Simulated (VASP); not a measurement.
Crystal: CuI.

```
Cu I
1.0
     0.00000    3.04092    3.04092
     3.04092    0.00000    3.04092
     3.04092    3.04092    0.00000
Cu I
1 1
Cartesian
  1.5205 1.5205 1.5205
  6.0818 3.0409 3.0409
```

Program: VASP 6.6.1. Alike in all runs: task band structure; spin collinear, ferromagnetic start; cell as given; k mesh 8 × 8 × 8; cutoff (eV) 520; smearing gaussian 0.03 eV.

Question: Order these runs on this cell by their band gap on the k mesh, lowest first.
A. level r2SCAN; potentials or basis VASP PAW PBE potentials, release 64 (Cu, I)
B. level TB-mBJ; potentials or basis VASP PAW PBE potentials, release 64 (Cu, I)
C. level LDA; potentials or basis VASP PAW LDA potentials, release 64 (Cu, I)

Answer: C (0.97 eV), A (1.59 eV), B (2.17 eV).

Caveats: spin-orbit coupling is left out, which moves the levels of the heavy elements.

Runs at the PBE level aren't shown here.
